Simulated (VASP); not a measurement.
# ReF4 (Pm-3m) in VASP: a series of runs

The runs below take ReF4 through single point, relaxation of cell and atoms, with PBE.

Program: VASP 6.6.1. These are calculated values, not measurements. Logs are shortened: lines on timing, memory, paths and dates and some standing lists are left out, and cuts for length are marked.

**1. The cell of the first run**

The structure is cubic, space group Pm-3m (No. 221). The conventional cell has a = 3.957 Å, b = 3.957 Å, c = 3.957 Å, α = 90.00°, β = 90.00°, γ = 90.00°. Re (site symmetry m-3m) has 6 F at 1.98 Å as nearest neighbours. F (site symmetry 4/mmm) is surrounded by 2 Re at 1.98 Å. F (site symmetry m-3m) has 12 F at 2.80 Å as nearest neighbours.

The cell was built by a generator and needn't be a form met in nature.

**2. Single point, PBE, collinear spin, typed start (random cell by space group and Wyckoff sites (Pm-3m, No. 221))**

File INCAR:

```
PREC = Accurate
ENCUT = 520
EDIFF = 1E-7
ISMEAR = 0
SIGMA = 0.1
LREAL = F
LASPH = T
NELM = 150
ALGO = Normal
ISIF = 2
LWAVE = F
LCHARG = F
ISPIN = 2
MAGMOM = 1 0 0 0 0
LORBIT = 11
LMAXMIX = 4
GGA = PE
NBANDS = 30
```

File KPOINTS:

```
Automatic mesh
0
Gamma
  4 4 4
```

File POSCAR:

```
ReF4
1.0
    3.9572874182      0.0000000000      0.0000000000
    0.0000000000      3.9572874182      0.0000000000
    0.0000000000      0.0000000000      3.9572874182
Re F
1 4
Direct
    0.0000000000      0.0000000000      0.0000000000
    0.5000000000      0.0000000000      0.0000000000
    0.0000000000      0.5000000000      0.0000000000
    0.0000000000      0.0000000000      0.5000000000
    0.5000000000      0.5000000000      0.5000000000
```

Potentials or basis: VASP PAW PBE potentials, release 64 (Re, F).

Started as:

```
$ cat potpaw_PBE.64/Re/POTCAR potpaw_PBE.64/F/POTCAR > POTCAR
$ mpirun -np 1 vasp_std > vasp.out
```

OUTCAR:

```text
PREC = Accurate
   ENCUT = 520
   EDIFF = 1E-7
   ISMEAR = 0
   LREAL = F
   LASPH = T
   NELM = 150
   ISIF = 2
   ISPIN = 2
   LORBIT = 11
   GGA = PE

 ion  position               nearest neighbor table
   1  0.000  0.000  0.000-   2 1.98   3 1.98   4 1.98   4 1.98   3 1.98   2 1.98
   2  0.500  0.000  0.000-   1 1.98   1 1.98
   3  0.000  0.500  0.000-   1 1.98   1 1.98
   4  0.000  0.000  0.500-   1 1.98   1 1.98
   5  0.500  0.500  0.500-

  LATTYP: Found a simple cubic cell.
 ALAT       =     3.9572874182

  Lattice vectors:

 A1 = (   3.9572874182,   0.0000000000,   0.0000000000)
 A2 = (   0.0000000000,   3.9572874182,   0.0000000000)
 A3 = (   0.0000000000,   0.0000000000,   3.9572874182)

Analysis of symmetry for initial positions (statically):
=====================================================================
 Subroutine PRICEL returns:
 Original cell was already a primitive cell.

 Routine SETGRP: Setting up the symmetry group for a
 simple cubic supercell.

 Subroutine GETGRP returns: Found 48 space group operations
 (whereof 48 operations were pure point group operations)
 out of a pool of 48 trial point group operations.

The static configuration has the point symmetry O_h .

Analysis of symmetry for dynamics (positions and initial velocities):
=====================================================================
 Subroutine PRICEL returns:
 Original cell was already a primitive cell.

 Routine SETGRP: Setting up the symmetry group for a
 simple cubic supercell.

 Subroutine GETGRP returns: Found 48 space group operations
 (whereof 48 operations were pure point group operations)
 out of a pool of 48 trial point group operations.

The dynamic configuration has the point symmetry O_h .

Analysis of structural, dynamic, and magnetic symmetry:
=====================================================================
 Subroutine PRICEL returns:
 Original cell was already a primitive cell.

 Routine SETGRP: Setting up the symmetry group for a
 simple cubic supercell.

 Subroutine GETGRP returns: Found 48 space group operations
 (whereof 48 operations were pure point group operations)
 out of a pool of 48 trial point group operations.

The overall configuration has the point symmetry O_h .

 Subroutine INISYM returns: Found 48 space group operations
 (whereof 48 operations are pure point group operations),
 and found     1 'primitive' translations

----------------------------------------------------------------------------------------

                                     Primitive cell

  volume of cell :      61.9716

  direct lattice vectors                    reciprocal lattice vectors
     3.957287418  0.000000000  0.000000000     0.252698350  0.000000000  0.000000000
     0.000000000  3.957287418  0.000000000     0.000000000  0.252698350  0.000000000
     0.000000000  0.000000000  3.957287418     0.000000000  0.000000000  0.252698350

  length of vectors
     3.957287418  3.957287418  3.957287418     0.252698350  0.252698350  0.252698350

  position of ions in fractional coordinates (direct lattice)
     0.000000000  0.000000000  0.000000000
     0.500000000  0.000000000  0.000000000
     0.000000000  0.500000000  0.000000000
     0.000000000  0.000000000  0.500000000
     0.500000000  0.500000000  0.500000000

  ion indices of the primitive-cell ions
   primitive index   ion index
                 1           1
                 2           2
                 3           3
                 4           4
                 5           5

----------------------------------------------------------------------------------------

 KPOINTS: Automatic mesh

Automatic generation of k-mesh.
 Grid dimensions read from file:
 generate k-points for:    4    4    4

 Generating k-lattice:

  Cartesian coordinates                     Fractional coordinates (reciprocal lattice)
     0.063174587  0.000000000  0.000000000     0.250000000  0.000000000  0.000000000
     0.000000000  0.063174587  0.000000000     0.000000000  0.250000000  0.000000000
     0.000000000  0.000000000  0.063174587     0.000000000  0.000000000  0.250000000

  Length of vectors
     0.063174587  0.063174587  0.063174587

  Shift w.r.t. Gamma in fractional coordinates (k-lattice)
     0.000000000  0.000000000  0.000000000

 Subroutine IBZKPT returns following result:
 ===========================================

 Found     10 irreducible k-points:

 Following reciprocal coordinates:
            Coordinates               Weight
  0.000000  0.000000  0.000000      1.000000
  0.250000  0.000000  0.000000      6.000000
  0.500000  0.000000  0.000000      3.000000
  0.250000  0.250000  0.000000     12.000000
  0.500000  0.250000  0.000000     12.000000
  0.500000  0.500000  0.000000      3.000000
  0.250000  0.250000  0.250000      8.000000
  0.500000  0.250000  0.250000     12.000000
  0.500000  0.500000  0.250000      6.000000
  0.500000  0.500000  0.500000      1.000000
   k-points           NKPTS =     10   k-points in BZ     NKDIM =     10   number of bands    NBANDS=     30
   number of dos      NEDOS =    301   number of ions     NIONS =      5
   total plane-waves  NPLWV =  27000
   dimension x,y,z NGX =    30 NGY =   30 NGZ =   30
   dimension x,y,z NGXF=    60 NGYF=   60 NGZF=   60
   ions per type =               1   4
   NGX,Y,Z   is equivalent  to a cutoff of  12.60, 12.60, 12.60 a.u.
   NGXF,Y,Z  is equivalent  to a cutoff of  25.21, 25.21, 25.21 a.u.
 SYSTEM =  unknown system
   PREC   = accura    normal or accurate (medium, high low for compatibility)
   ISTART =      0    job   : 0-new  1-cont  2-samecut
   ICHARG =      2    charge: 1-file 2-atom 10-const
   ISPIN  =      2    spin polarized calculation?
   LNONCOLLINEAR =      F non collinear calculations
   LSORBIT =      F    spin-orbit coupling
   LASPH  =      T    aspherical Exc in radial PAW
   ENCUT  =  520.0 eV  38.22 Ry    6.18 a.u.   7.36  7.36  7.36*2*pi/ulx,y,z
   NELM   =    150;   NELMIN=  2; NELMDL= -5     # of ELM steps
   EDIFF  = 0.1E-06   stopping-criterion for ELM
   LREAL  =      F    real-space projection
   EDIFFG = 0.1E-05   stopping-criterion for IOM
   NSW    =      0    number of steps for IOM
   IBRION =     -1    ionic relax: 0-MD 1-quasi-New 2-CG
   NFREE  =      0    steps in history (QN), initial steepest desc. (CG)
   ISIF   =      2    stress and relaxation
   ISYM   =      2    0-nonsym 1-usesym 2-fastsym
   POTIM  = 0.5000    time-step for ionic-motion
   TEBEG  =    0.0;   TEEND  =   0.0 temperature during run
   PSTRESS=    0.0 pullay stress
   NELECT =      35.0000    total number of electrons
   NUPDOWN=      -1.0000    fix difference up-down
   EMIN   =  10.00;   EMAX   =-10.00  energy-range for DOS
   EFERMI =   0.00;   METHOD = LEGACY
   ISMEAR =     0;   SIGMA  =   0.10  broadening in eV -4-tet -1-fermi 0-gaus
   EFERMI_NEDOS =   21; number of points for ismear=-14 and -15
   IALGO  =     38    algorithm
   IMIX   =      4    mixing-type and parameters
     AMIX     =   0.40;   BMIX     =  1.00
     AMIX_MAG =   1.60;   BMIX_MAG =  1.00
  volume/ion in A,a.u.               =      12.39        83.64
  Fermi-wavevector in a.u.,A,eV,Ry     =   1.353214  2.557204 24.914839  1.831189
  Thomas-Fermi vector in A             =   2.480488
   LORBIT       =     11    0 simple, 1 ext, 2 COOP (PROOUT), +10 PAW based schemes
   GGA     = PE    functional components
   LHFCALC =     F    Hartree Fock is set to
   AEXX    =    0.0000 exact exchange contribution
   IVDW    =     0    specifies the selected vdW correction
   LEPSILON=     F    determine dielectric tensor
   LRPA    =     F    only Hartree local field effects (RPA)
 spin polarized calculation
 Gauss-broadening in eV      SIGMA  =   0.10
  energy-cutoff  :      520.00
  volume of cell :       61.97
 maximum number of plane-waves:      1743
 NGX is ok and might be reduce to    30
   NGX = 15   NGY = 15   NGZ = 15

 number of electron      34.9999954 magnetization       1.1274409

 Free energy of the ion-electron system (eV)
  ---------------------------------------------------
  ext. energy  EPLUGINS =         0.00000000
  ---------------------------------------------------
  free energy    TOTEN  =       -26.04285992 eV

  energy without entropy =      -26.02680307  energy(sigma->0) =      -26.03483149

 E-fermi :   1.1803     XC(G=0): -10.1575

 val. band max:        1.1160595607   @ k =   0.0000   0.0000   0.0000
 cond. band min:       1.2487444666   @ k =   0.5000   0.2500   0.2500
 fundamental gap:      0.1326849059
 Fermi energy:         1.1803234794

 spin component 1

 k-point     1 :       0.0000    0.0000    0.0000
  band No.  band energies     occupation
      1     -24.5009      1.00000
      2     -24.1107      1.00000
      3     -24.1106      1.00000
      4     -17.5395      1.00000
      5      -6.3327      1.00000
      6      -6.3327      1.00000
[... 287 lines left out ...]
      6      -8.9630      1.00000
[... 21 lines left out ...]
     28      15.5155      0.00000
     29      15.5155      0.00000
 Fermi energy:         1.1803234794

 spin component 2

 k-point     1 :       0.0000    0.0000    0.0000
  band No.  band energies     occupation
      1     -24.3981      1.00000
      2     -24.0090      1.00000
      3     -24.0090      1.00000
      4     -17.7190      1.00000
      5      -6.2788      1.00000
      6      -6.2788      1.00000
[... 287 lines left out ...]
      6      -8.8227      1.00000
[... 21 lines left out ...]
     28      15.5597      0.00000
     29      15.5597      0.00000
 [bands above 29 left out]

------------------------ aborting loop because EDIFF is reached ----------------------------------------

  FORCE on cell =-STRESS in cart. coord.  units (eV):
  Direction    XX          YY          ZZ          XY          YZ          ZX
  --------------------------------------------------------------------------------------
  -------------------------------------------------------------------------------------
  Total       -0.9570409     -0.9570409     -0.9570409      0.0000000      0.0000000      0.0000000
  in kB      -24.7427686    -24.7427686    -24.7427686      0.0000000      0.0000000      0.0000000
  external PRESSURE =     -24.7427686 kB  Pullay stress =       0.0000000 kB

 VOLUME and BASIS-vectors are now :
 -----------------------------------------------------------------------------
  energy-cutoff  :      520.00
  volume of cell :       61.97
      direct lattice vectors                 reciprocal lattice vectors
     3.957287418  0.000000000  0.000000000     0.252698350  0.000000000  0.000000000
     0.000000000  3.957287418  0.000000000     0.000000000  0.252698350  0.000000000
     0.000000000  0.000000000  3.957287418     0.000000000  0.000000000  0.252698350

 POSITION                                       TOTAL-FORCE (eV/Angst)
 -----------------------------------------------------------------------------------
      0.00000      0.00000      0.00000         0.000000      0.000000      0.000000
      1.97864      0.00000      0.00000         0.000000      0.000000      0.000000
      0.00000      1.97864      0.00000         0.000000      0.000000      0.000000
      0.00000      0.00000      1.97864         0.000000      0.000000      0.000000
      1.97864      1.97864      1.97864         0.000000      0.000000      0.000000
 -----------------------------------------------------------------------------------
    total drift:                                0.000000     -0.000000      0.000000

  FREE ENERGIE OF THE ION-ELECTRON SYSTEM (eV)
  ---------------------------------------------------
  free  energy   TOTEN  =       -26.0428599181 eV

  energy  without entropy=      -26.0268030695  energy(sigma->0) =      -26.03483149

 total charge

# of ion       s       p       d       tot
------------------------------------------
    1        0.394   0.549   4.463   5.406
    2        1.734   4.351   0.000   6.085
    3        1.734   4.351   0.000   6.085
    4        1.734   4.351   0.000   6.085
    5        1.737   4.278   0.000   6.015
--------------------------------------------------
tot          7.333  17.879   4.463  29.675

 magnetization (x)

# of ion       s       p       d       tot
------------------------------------------
    1        0.007   0.006   1.027   1.039
    2        0.000   0.049   0.000   0.049
    3        0.000   0.049   0.000   0.049
    4        0.000   0.049   0.000   0.049
    5       -0.001  -0.094   0.000  -0.094
--------------------------------------------------
tot          0.007   0.059   1.027   1.093
```

Run time: 30 s. Hardware: 1 thread of Intel Xeon 6975P-C (Granite Rapids), shared host; peak memory 0.19 GiB.

Results:

| Quantity | Value |
| --- | --- |
| Free energy | -26.0429 eV |
| Pressure | -2.5 GPa |
| Band gap on the k mesh | none (metal or under the smearing width) |
| Net moment | 1.13 μB per cell |
| Site moments | Re +1.04; F +0.05, -0.09 μB |
| Valence electrons inside the program's atomic spheres | Re 5.41; F 6.08, 6.01 |

Levels at points of the mesh, in eV from the Fermi level:
Spin up:
| k point | band 15 | band 16 | band 17 | band 18 | band 19 | band 20 | band 21 | band 22 |
| --- | --- | --- | --- | --- | --- | --- | --- | --- |
| (0.00, 0.00, 0.00) | -2.10 | -2.10 | -0.06 | -0.06 | -0.06 | 0.52 | 0.52 | 3.94 |
| (0.50, 0.00, 0.00) | -0.60 | -0.51 | -0.51 | -0.06 | -0.06 | 0.53 | 2.65 | 7.66 |
| (0.50, 0.50, 0.00) | -0.43 | -0.29 | -0.29 | -0.26 | 0.57 | 1.45 | 5.35 | 8.98 |
| (0.50, 0.50, 0.50) | -0.14 | -0.14 | 0.59 | 0.59 | 0.59 | 5.36 | 5.36 | 10.32 |
Spin down:
| k point | band 12 | band 13 | band 14 | band 15 | band 16 | band 17 | band 18 | band 19 | band 20 | band 21 |
| --- | --- | --- | --- | --- | --- | --- | --- | --- | --- | --- |
| (0.00, 0.00, 0.00) | -5.43 | -5.43 | -1.16 | -1.16 | -1.16 | -0.22 | -0.22 | -0.22 | 1.01 | 1.01 |
| (0.50, 0.00, 0.00) | -5.51 | -5.51 | -1.13 | -0.73 | -0.35 | -0.35 | 0.44 | 0.44 | 1.03 | 3.10 |
| (0.50, 0.50, 0.00) | -5.86 | -4.85 | -0.44 | -0.44 | -0.42 | 0.40 | 0.40 | 1.41 | 1.94 | 5.73 |
| (0.50, 0.50, 0.50) | -4.84 | -4.84 | -0.28 | -0.28 | -0.28 | 1.42 | 1.42 | 1.42 | 5.74 | 5.74 |

Caveat: the k mesh is coarse (spacing up to 0.40 Å⁻¹), so the values aren't converged.

**3. Relaxation of cell and atoms, PBE, collinear spin, typed start (random cell by space group and Wyckoff sites (Pm-3m, No. 221))**

File INCAR:

```
PREC = Accurate
ENCUT = 600
EDIFF = 1E-7
ISMEAR = 0
SIGMA = 0.1
LREAL = False
LASPH = True
NELM = 150
ALGO = Normal
ISIF = 3
LWAVE = False
LCHARG = False
ISPIN = 2
MAGMOM = 1 0 0 0 0
LORBIT = 11
LMAXMIX = 4
GGA = PE
IBRION = 2
NSW = 90
EDIFFG = -0.04
```

KPOINTS is that of step 2.

Changes to POSCAR since step 2:

```diff
@@ -2,5 +2,5 @@
 1.0
-    3.9572874182      0.0000000000      0.0000000000
-    0.0000000000      3.9572874182      0.0000000000
-    0.0000000000      0.0000000000      3.9572874182
+    4.0622447400      0.0000000000      0.0000000000
+    0.0000000000      4.0622447400      0.0000000000
+    0.0000000000      0.0000000000      4.0622447400
 Re F
```

Potentials or basis: VASP PAW PBE potentials, release 64 (Re, F).

Started as:

```
$ cat potpaw_PBE.64/Re/POTCAR potpaw_PBE.64/F/POTCAR > POTCAR
$ mpirun -np 1 vasp_std > vasp.out
```

Run time: 74 s. Hardware: 1 thread of Intel Xeon 6975P-C (Granite Rapids), shared host; peak memory 0.23 GiB.

Results (log left out):

* Free energy: -25.9860 eV
* Relaxed volume: 12.11 Å³/atom
* Relaxed cell: a = 3.927 Å, b = 3.927 Å, c = 3.927 Å, α = 90.00°, β = 90.00°, γ = 90.00°
* Space group after relaxing (to 0.05 Å): Pm-3m (No. 221)
* Energy gained by relaxing: 53.6 meV/atom
* Ionic steps: 3
* Pressure after relaxing: 0.0 GPa
* Band gap on the k mesh: none (metal or under the smearing width)
* Net moment: 0.00 μB per cell
* Valence electrons inside the program's atomic spheres: Re 5.48; F 6.09, 6.02

The path:
```csv
step,energy change (eV),largest force (eV/Å),pressure (GPa),volume (Å³)
1,0.0000,0.0000,-11.92,67.03
2,-0.2034,0.0000,7.95,57.82
3,-0.2679,0.0000,-0.03,60.56
```

Final structure:
```yaml
crystal:
  lattice:
    - [3.92702, 0.00000, 0.00000]
    - [0.00000, 3.92702, 0.00000]
    - [0.00000, 0.00000, 3.92702]
  atoms:
    - { symbol: Re, position: [0.00000, 0.00000, 0.00000] }
    - { symbol: F, position: [0.50000, 0.00000, 0.00000] }
    - { symbol: F, position: [0.00000, 0.50000, 0.00000] }
    - { symbol: F, position: [0.00000, 0.00000, 0.50000] }
    - { symbol: F, position: [0.50000, 0.50000, 0.50000] }
```

Levels at points of the mesh, in eV from the Fermi level:
Spin up:
| k point | band 15 | band 16 | band 17 | band 18 | band 19 | band 20 |
| --- | --- | --- | --- | --- | --- | --- |
| (0.00, 0.00, 0.00) | -1.61 | -1.61 | -0.14 | -0.14 | -0.14 | 0.93 |
| (0.50, 0.00, 0.00) | -0.68 | -0.31 | -0.31 | 0.15 | 0.15 | 0.95 |
| (0.50, 0.50, 0.00) | -0.37 | -0.35 | 0.06 | 0.06 | 1.10 | 1.90 |
| (0.50, 0.50, 0.50) | -0.21 | -0.21 | 1.12 | 1.12 | 1.12 | 5.84 |
Spin down:
| k point | band 15 | band 16 | band 17 | band 18 | band 19 | band 20 |
| --- | --- | --- | --- | --- | --- | --- |
| (0.00, 0.00, 0.00) | -1.61 | -1.61 | -0.14 | -0.14 | -0.14 | 0.93 |
| (0.50, 0.00, 0.00) | -0.68 | -0.31 | -0.31 | 0.15 | 0.15 | 0.95 |
| (0.50, 0.50, 0.00) | -0.37 | -0.35 | 0.06 | 0.06 | 1.10 | 1.90 |
| (0.50, 0.50, 0.50) | -0.21 | -0.21 | 1.12 | 1.12 | 1.12 | 5.84 |

Caveat: the k mesh is coarse (spacing up to 0.39 Å⁻¹), so the values aren't converged. The run has no spin-orbit coupling, so splittings on Re are missing.
